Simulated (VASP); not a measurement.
# Na: surface energy and work function by face, part 2 of 4

Which face of Na is cheapest, and which holds its electrons hardest?

VASP 6.6.1; PBE; plane waves and PAW (Na).

So far. Step 3 (The bulk reference, job self-consistent run, k-mesh …): The run ends at a pressure of -0.04 GPa.

## (4) Relaxing the slab, 7 atoms, face Na(110)

System of this step: Na(110). The cell holds 7 atoms: 7 Na. Cell: a = 4.200 Å, b = 3.637 Å, c = 32.818 Å, α = 90.0°, β = 90.0°, γ = 54.7°. It derives from Na. 7 layers of bcc Na, cut at this functional's lattice. Vacuum lies along c.

All atoms relax at the fixed cell.

The input, INCAR:

```
SYSTEM = Na
PREC = Normal
ENCUT = 320
EDIFF = 1E-05
NELM = 120
ISMEAR = 1
SIGMA = 0.15
LREAL = .FALSE.
ALGO = Fast
GGA = PE
NBANDS = 10
LORBIT = 11
LWAVE = .FALSE.
LCHARG = .FALSE.
KPAR = 4
LASPH = .TRUE.
IBRION = 2
NSW = 40
ISIF = 2
EDIFFG = -0.03
POTIM = 0.4
MAXMIX = 40
```

The input, POSCAR:

```
Na
1.0
    4.1997208826      0.0000000000      0.0000000000
    2.0998604413      2.9696511152      0.0000000000
    0.0000000000      0.0000000000     32.8179066911
Na
7
Direct
    0.0000000000      0.0000000000      0.2285337700
    0.5000000000      0.0000000000      0.3190225100
    0.0000000000      0.0000000000      0.4095112600
    0.5000000000      0.0000000000      0.5000000000
    0.0000000000      0.0000000000      0.5904887400
    0.5000000000      0.0000000000      0.6809774900
    0.0000000000      0.0000000000      0.7714662300
```

The input, KPOINTS:

```
Automatic mesh
0
Gamma
10 10 1
0 0 0
```

PAW data sets: Na (PBE family, release 64).

Command:

```console
mpirun -np 4 vasp_std
```

The log of the run:

```text
[banner, memory and clock lines left out]
running    4 mpi-ranks, on    1 nodes
 distrk:  each k-point on    1 cores,    4 groups
 distr:  one band on    1 cores,    1 groups

 POSCAR found type information on POSCAR Na
 POSCAR found :  1 types and       7 ions
 LDA part: xc-table for (Slater+PW92), standard interpolation
 POSCAR, INCAR and KPOINTS ok, starting setup
 FFT: planning ... GRIDC
 FFT: planning ... GRID_SOFT
 FFT: planning ... GRID
 WAVECAR not read
 entering main loop
       N       E                     dE             d eps       ncg     rms          rms(c)
DAV:   1    -0.292934191204E+01   -0.29293E+01   -0.11670E+03   620   0.257E+02
DAV:   2    -0.879854642179E+01   -0.58692E+01   -0.56939E+01   928   0.329E+01
DAV:   3    -0.902525522686E+01   -0.22671E+00   -0.22175E+00   784   0.668E+00
DAV:   4    -0.903503682772E+01   -0.97816E-02   -0.97758E-02   988   0.146E+00
DAV:   5    -0.903528870990E+01   -0.25188E-03   -0.25188E-03   846   0.232E-01    0.850E-01
RMM:   6    -0.911823986872E+01   -0.82951E-01   -0.10389E-01   620   0.508E-01    0.105E+00
RMM:   7    -0.883653702408E+01    0.28170E+00   -0.97746E-03   620   0.297E-01    0.408E-01
RMM:   8    -0.881088596667E+01    0.25651E-01   -0.22354E-02   620   0.363E-01    0.181E-01
RMM:   9    -0.881100835716E+01   -0.12239E-03   -0.48239E-03   620   0.271E-01    0.779E-02
RMM:  10    -0.880881831573E+01    0.21900E-02   -0.20661E-03   627   0.172E-01    0.401E-02
RMM:  11    -0.880920066426E+01   -0.38235E-03   -0.99617E-04   621   0.123E-01    0.163E-02
RMM:  12    -0.880918335541E+01    0.17309E-04   -0.25554E-04   629   0.651E-02    0.111E-02
RMM:  13    -0.880909530737E+01    0.88048E-04   -0.16969E-04   612   0.479E-02    0.682E-03
RMM:  14    -0.880911491066E+01   -0.19603E-04   -0.45377E-05   576   0.299E-02    0.343E-03
RMM:  15    -0.880916832728E+01   -0.53417E-04   -0.17364E-05   528   0.203E-02    0.250E-03
RMM:  16    -0.880924286620E+01   -0.74539E-04   -0.10843E-05   490   0.145E-02    0.143E-03
RMM:  17    -0.880925423277E+01   -0.11367E-04   -0.30767E-06   439   0.978E-03    0.576E-04
RMM:  18    -0.880926473161E+01   -0.10499E-04   -0.13043E-06   413   0.696E-03    0.213E-04
RMM:  19    -0.880926589725E+01   -0.11656E-05   -0.60399E-07   347   0.504E-03
   1 F= -.88092659E+01 E0= -.88080106E+01  d E =-.880927E+01
 curvature:   0.00 expect dE= 0.000E+00 dE for cont linesearch  0.000E+00
 trial: gam= 0.00000 g(F)=  0.440E-04 g(S)=  0.000E+00 ort = 0.000E+00 (trialstep = 0.100E+01)
 search vector abs. value=  0.440E-04
 reached required accuracy - stopping structural energy minimisation
```

The job ended after 15 s (4 MPI ranks of Intel Xeon Platinum 8259CL at 2.50GHz (Skylake/Cascade Lake), shared host; peak memory 0.83 GiB).

From OUTCAR (step 4):

```text
  LATTYP: Found a base centered orthorhombic cell.
 ALAT       =     4.1997208826
 B/A-ratio  =     1.4142135624
 C/A-ratio  =     7.8143066191

 Subroutine GETGRP returns: Found  8 space group operations
 (whereof  8 operations were pure point group operations)

The static configuration has the point symmetry D_2h.

 Found     31 irreducible k-points:

   k-points           NKPTS =     31   k-points in BZ     NKDIM =     31   number of bands    NBANDS=     10

   dimension x,y,z NGX =    18 NGY =   16 NGZ =  144
   dimension x,y,z NGXF=    36 NGYF=   32 NGZF=  288

   ENCUT  =  320.0 eV  23.52 Ry    4.85 a.u.   6.13  5.30 47.87*2*pi/ulx,y,z

   NELECT =       7.0000    total number of electrons

 E-fermi :  -0.6074

 k-point     1 :       0.0000    0.0000    0.0000
  band No.  band energies     occupation
    ...
      3      -3.2583      2.00000
      4      -2.7569      2.00000
      5      -2.1324      2.00000
      6      -1.3900      2.00000
      7      -0.5742      0.63542
      8       0.1049     -0.00000
      9       1.1650     -0.00000
     10       1.8586     -0.00000

 k-point     2 :       0.1000    0.0000    0.0000
  band No.  band energies     occupation
    ...
      2      -3.4768      2.00000
      3      -3.1281      2.00000
      4      -2.6274      2.00000
      5      -2.0039      2.00000
      6      -1.2627      2.00000
      7      -0.4487     -0.06023
      8       0.2250     -0.00000
      9       1.2898     -0.00000
     10       1.9822     -0.00000

  Total       -0.3091161      0.0707966     -0.3340128     -0.0000000      0.0000000      0.0000000
  in kB       -1.2100283      0.2771316     -1.3074858     -0.0000000      0.0000000      0.0000000
  external PRESSURE =      -0.7467942 kB  Pullay stress =       0.0000000 kB

  energy-cutoff  :      320.00
  volume of cell :      409.30
      direct lattice vectors                 reciprocal lattice vectors
     4.199720883  0.000000000  0.000000000     0.238111062 -0.168369947  0.000000000
     2.099860441  2.969651115  0.000000000     0.000000000  0.336739893  0.000000000
     0.000000000  0.000000000 32.817906691     0.000000000  0.000000000  0.030471170

 POSITION                                       TOTAL-FORCE (eV/Angst)
 -----------------------------------------------------------------------------------
      0.00000      0.00000      7.50000         0.000000      0.000000      0.023029
      2.09986      0.00000     10.46965        -0.000000     -0.000000     -0.004543
      0.00000      0.00000     13.43930         0.000000      0.000000     -0.004299
      2.09986      0.00000     16.40895         0.000000      0.000000      0.000000
      0.00000      0.00000     19.37860         0.000000      0.000000      0.004299
      2.09986      0.00000     22.34826         0.000000      0.000000      0.004543
      0.00000      0.00000     25.31791        -0.000000      0.000000     -0.023029
 -----------------------------------------------------------------------------------
    total drift:                                0.000000      0.000000      0.000000

  FREE ENERGIE OF THE ION-ELECTRON SYSTEM (eV)
  ---------------------------------------------------
  free  energy   TOTEN  =        -8.8092658973 eV

  energy  without entropy=       -8.8054998574  energy(sigma->0) =       -8.80801055

 total charge
# of ion       s       p       d       tot
------------------------------------------
    1        0.102   0.020   0.000   0.122
    2        0.097   0.025   0.000   0.122
    3        0.097   0.026   0.000   0.123
    4        0.096   0.026   0.000   0.122
    5        0.097   0.026   0.000   0.123
    6        0.097   0.025   0.000   0.122
    7        0.102   0.020   0.000   0.122
--------------------------------------------------
tot          0.688   0.168   0.000   0.856

[... 1 part as in an earlier step ...]

[... 7 further parts left out ...]
```

CONTCAR:

```
Na
   1.00000000000000
     4.1997208826000003    0.0000000000000000    0.0000000000000000
     2.0998604413000002    2.9696511152000000    0.0000000000000000
     0.0000000000000000    0.0000000000000000   32.8179066910999993
  Na
     7
Direct
     0.0000000000000000    0.0000000000000000    0.2285337699999985
     0.5000000000000000    0.0000000000000000    0.3190225100000035
     0.0000000000000000    0.0000000000000000    0.4095112600000022
     0.5000000000000000    0.0000000000000000    0.5000000000000000
     0.0000000000000000    0.0000000000000000    0.5904887399999978
     0.5000000000000000    0.0000000000000000    0.6809774899999965
     0.0000000000000000    0.0000000000000000    0.7714662300000015
```

The run keeps the 8 symmetry operations of its start, so it cannot find a distortion of lower symmetry.

Hardly anything moved in the relaxation; the energy changed by under 0.2 meV an atom.

This step gave:

```
electronic cycles       : 19
electrons               : 7
free energy (TOTEN)     : -8.809 eV
energy at zero smearing : -8.808 eV
Fermi energy            : -0.6074 eV
```

The start already met the threshold, so nothing moved, which says little where the restoring forces are soft.

## (5) Potential and states of the slab, 7 atoms, face Na(110)

A static run writes the electrostatic potential without exchange and correlation (LVHAR), which is flat in the vacuum and gives the level to count from. The dipole correction cancels the field that unlike faces would set up across the vacuum.

The input, INCAR:

```
SYSTEM = Na
PREC = Normal
ENCUT = 320
EDIFF = 1E-06
NELM = 120
ISMEAR = 1
SIGMA = 0.15
LREAL = .FALSE.
ALGO = Fast
GGA = PE
NBANDS = 10
LORBIT = 11
LWAVE = .FALSE.
LCHARG = .TRUE.
KPAR = 4
LASPH = .TRUE.
IDIPOL = 3
LDIPOL = .TRUE.
DIPOL = 0.5 0.5 0.5
LVHAR = .TRUE.
LVACPOTAV = .TRUE.
NEDOS = 1500
```

POSCAR is that of step 4.

KPOINTS is that of step 4.

Command:

```console
mpirun -np 4 vasp_std
```

The log of the run:

```text
[... set-up lines as in an earlier step ...]
 entering main loop
       N       E                     dE             d eps       ncg     rms          rms(c)
DAV:   1    -0.292934191207E+01   -0.29293E+01   -0.11670E+03   620   0.257E+02
DAV:   2    -0.879854642172E+01   -0.58692E+01   -0.56939E+01   928   0.329E+01
[... 1 cycle as in an earlier step ...]
DAV:   4    -0.903503682776E+01   -0.97816E-02   -0.97758E-02   988   0.146E+00
DAV:   5    -0.903528870992E+01   -0.25188E-03   -0.25188E-03   846   0.232E-01    0.850E-01
RMM:   6    -0.911823986670E+01   -0.82951E-01   -0.10389E-01   776   0.508E-01    0.105E+00
RMM:   7    -0.883632515591E+01    0.28191E+00   -0.19280E-02   690   0.331E-01    0.408E-01
RMM:   8    -0.881080516057E+01    0.25520E-01   -0.23587E-02   674   0.365E-01    0.180E-01
RMM:   9    -0.881134217146E+01   -0.53701E-03   -0.54475E-03   704   0.277E-01    0.814E-02
RMM:  10    -0.880889439668E+01    0.24478E-02   -0.20936E-03   699   0.171E-01    0.392E-02
RMM:  11    -0.880921667981E+01   -0.32228E-03   -0.12073E-03   740   0.128E-01    0.199E-02
RMM:  12    -0.880917285259E+01    0.43827E-04   -0.22921E-04   772   0.628E-02    0.124E-02
RMM:  13    -0.880910364639E+01    0.69206E-04   -0.20913E-04   720   0.488E-02    0.736E-03
RMM:  14    -0.880910387298E+01   -0.22659E-06   -0.39188E-05   771   0.286E-02    0.430E-03
RMM:  15    -0.880915906788E+01   -0.55195E-04   -0.24199E-05   739   0.202E-02    0.314E-03
RMM:  16    -0.880920923213E+01   -0.50164E-04   -0.10609E-05   763   0.151E-02    0.149E-03
RMM:  17    -0.880925375733E+01   -0.44525E-04   -0.46429E-06   693   0.104E-02    0.692E-04
RMM:  18    -0.880926485486E+01   -0.11098E-04   -0.19591E-06   604   0.676E-03    0.514E-04
RMM:  19    -0.880926594384E+01   -0.10890E-05   -0.56108E-07   536   0.428E-03    0.148E-04
RMM:  20    -0.880926609329E+01   -0.14945E-06   -0.23336E-07   422   0.305E-03
 -----------------------------------------------------------------------------
|                                                                             |
|           W    W    AA    RRRRR   N    N  II  N    N   GGGG   !!!           |
|           W    W   A  A   R    R  NN   N  II  NN   N  G    G  !!!           |
|           W    W  A    A  R    R  N N  N  II  N N  N  G       !!!           |
|           W WW W  AAAAAA  RRRRR   N  N N  II  N  N N  G  GGG   !            |
|           WW  WW  A    A  R   R   N   NN  II  N   NN  G    G                |
|           W    W  A    A  R    R  N    N  II  N    N   GGGG   !!!           |
|                                                                             |
|     Did not find any points to average over, which means that no vacuum     |
|     field-free region was found. Please increase the size of  your cell     |
|     in the dimension of the dipole correction to obtain accurate            |
|     workfunction values.                                                    |
|                                                                             |
 -----------------------------------------------------------------------------

   1 F= -.88092661E+01 E0= -.88080108E+01  d E =-.376596E-02
```

Elapsed: 18 s, on 4 MPI ranks; peak memory 0.84 GiB; 68 s of CPU time.

From OUTCAR (step 5):

```text
   NELECT =       7.0000    total number of electrons

 dipolmoment           0.000000      0.000000      0.000000 electrons x Angstroem

 E-fermi :  -0.6074

 k-point     1 :       0.0000    0.0000    0.0000
  band No.  band energies     occupation
    ...
      3      -3.2583      2.00000
      4      -2.7569      2.00000
      5      -2.1324      2.00000
      6      -1.3900      2.00000
      7      -0.5742      0.63533
      8       0.1049     -0.00000
      9       1.1652     -0.00000
     10       1.8585     -0.00000

  Total       -0.3090994      0.0707828     -0.3340215      0.0000000      0.0000000      0.0000000
  in kB       -1.2099627      0.2770779     -1.3075199      0.0000000      0.0000000      0.0000000
  external PRESSURE =      -0.7468016 kB  Pullay stress =       0.0000000 kB

 POSITION                                       TOTAL-FORCE (eV/Angst)
 -----------------------------------------------------------------------------------
      0.00000      0.00000      7.50000        -0.000000      0.000000      0.023019
      2.09986      0.00000     10.46965         0.000000     -0.000000     -0.004528
      0.00000      0.00000     13.43930         0.000000      0.000000     -0.004293
      2.09986      0.00000     16.40895         0.000000      0.000000      0.000000
      0.00000      0.00000     19.37860         0.000000      0.000000      0.004293
      2.09986      0.00000     22.34826         0.000000      0.000000      0.004528
      0.00000      0.00000     25.31791        -0.000000     -0.000000     -0.023019
 -----------------------------------------------------------------------------------
    total drift:                               -0.000000     -0.000000      0.000000

  FREE ENERGIE OF THE ION-ELECTRON SYSTEM (eV)
  ---------------------------------------------------
  free  energy   TOTEN  =        -8.8092660933 eV

  energy  without entropy=       -8.8055001356  energy(sigma->0) =       -8.80801077

 vacuum level on the upper side and lower side of the slab         2.194         2.194

[... 10 parts as in an earlier step ...]

[... 7 further parts left out ...]
```

Numbers from this step:

```
electronic cycles                          : 20
dipole moment                              : 0, 0, 0 e·Å
vacuum levels                              : 2.194, 2.194 eV
work functions of the upper and lower face : 2.801, 2.801 eV
```

The planar average of the electrostatic potential oscillates, so the rows of the table below give means over windows of 2.96 Å about each position, cut where the curve ends. Its maxima inside the range that stand out by 2 % of the span (Å: eV): 9.0: 1.80, 12.0: 1.84, 14.9: 1.84, 17.9: 1.84, 20.9: 1.84, 23.8: 1.80. Its minima: 7.5: -4.21, 10.5: -4.13, 13.4: -4.09, 16.4: -4.12, 19.4: -4.09, 22.3: -4.13, 25.3: -4.21.

Zero at the Fermi level. The planar average of the electrostatic potential by height; means over each step:

height (Å), planar average of the electrostatic potential (eV) and a bar from the least value:
```
     1.48       2.80 ##############################
     4.44       2.65 #############################
     7.40      -0.71 
    10.36      -0.60 #
    13.32      -0.56 #
    16.28      -0.58 #
    19.24      -0.56 #
    22.20      -0.60 #
    25.16      -0.71 
    28.12       2.56 ############################
    31.08       2.80 ##############################
```

Density of states in the PAW spheres, an atom over height of the layer and energy from the Fermi level.

Values in states/eV, 22 rows by 7 columns, each cell a mean:
```
0.0685 0.0623 0.0517 0.0677 0.0517 0.0623 0.0685
0.0610 0.0622 0.0627 0.0529 0.0627 0.0622 0.0610
0.0581 0.0505 0.0517 0.0548 0.0517 0.0505 0.0581
0.0520 0.0462 0.0426 0.0436 0.0426 0.0462 0.0520
0.0511 0.0458 0.0513 0.0517 0.0513 0.0458 0.0511
0.0436 0.0357 0.0386 0.0399 0.0386 0.0357 0.0436
0.0364 0.0378 0.0401 0.0347 0.0401 0.0378 0.0364
0.0241 0.0314 0.0245 0.0300 0.0245 0.0314 0.0241
0.0143 0.0268 0.0231 0.0225 0.0231 0.0268 0.0143
0.0037 0.0097 0.0112 0.0107 0.0112 0.0097 0.0037
0.0000 0.0001 0.0002 0.0002 0.0002 0.0001 0.0000
0.0000 0.0000 0.0000 0.0000 0.0000 0.0000 0.0000
0.0000 0.0000 0.0000 0.0000 0.0000 0.0000 0.0000
0.0000 0.0000 0.0000 0.0000 0.0000 0.0000 0.0000
0.0000 0.0000 0.0000 0.0000 0.0000 0.0000 0.0000
0.0000 0.0000 0.0000 0.0000 0.0000 0.0000 0.0000
0.0000 0.0000 0.0000 0.0000 0.0000 0.0000 0.0000
0.0000 0.0000 0.0000 0.0000 0.0000 0.0000 0.0000
0.0000 0.0000 0.0000 0.0000 0.0000 0.0000 0.0000
0.0000 0.0000 0.0000 0.0000 0.0000 0.0000 0.0000
0.0000 0.0000 0.0000 0.0000 0.0000 0.0000 0.0000
0.0000 0.0000 0.0000 0.0000 0.0000 0.0000 0.0000
```
Columns: height of the layer (Å) from 7.5 to 25.3; rows upwards: energy from the Fermi level (eV) from -7.9 to 0.5.

Valence density in the ca plane at fractional y = 0.000, with atoms of Na within 0.2 Å of it. It is the smooth field of the valence electrons, not physical close to the nuclei.

Ten even steps from '0' (0.01 × 1e-2 e/Å³) to '9' (3.18 × 1e-2 e/Å³), each cell a mean:
```
57999999999853334799999889986322344211000000
68999888999864446899998889997544454211000000
89998767899987678999876778999877654210000000
99986434689998889998754457999998754210000000
99974333479999999998533346899998754210000000
99974333479999999998533336899998754210000000
99985333589999889998643347899998754210000000
99987655789998888999865568999988754210000000
79998888899976557899988888998755554210000000
58999989999853335799999889986433344211000000
47999999999743334789999888985332233211000000
```
Columns run along c (16.0 Å, from fractional 0.44 to 0.92 of the cell), rows up along a (4.2 Å). Atoms in or near the plane, at fractional coordinates: Na at (0.50, 0.50), Na at (0.59, 0.00), Na at (0.68, 0.50), Na at (0.77, 0.00).

The map of layer states is cut here 0.5 eV above the Fermi level, so it leaves out the states above that.

The vacuum level lies 2.80 eV above the Fermi level at the upper face; both faces agree, as the slab has next to no dipole.

The program found no field-free point at its default tolerance, but its printed level agrees with the flat part of the planar average.

On this mesh the fine structure of the density of states is sampling noise, and high empty states may be cut by the number of bands.

[end of part 2 of 4]

[Lines on the potential files, build, host, timing and source positions are cut from VASP's logs without a mark.]

[Logs are printed without paths, hosts, clocks, repeated set-up lines and the standing remarks that a program may print on its own settings, such as how far it seeks lower states.]

[Hosts, paths, dates, database ids (printed as entryN), source tags and the programs' standing remarks are cut or masked in the printed files.]

[Runs that stopped without an error message from VASP are left out.]
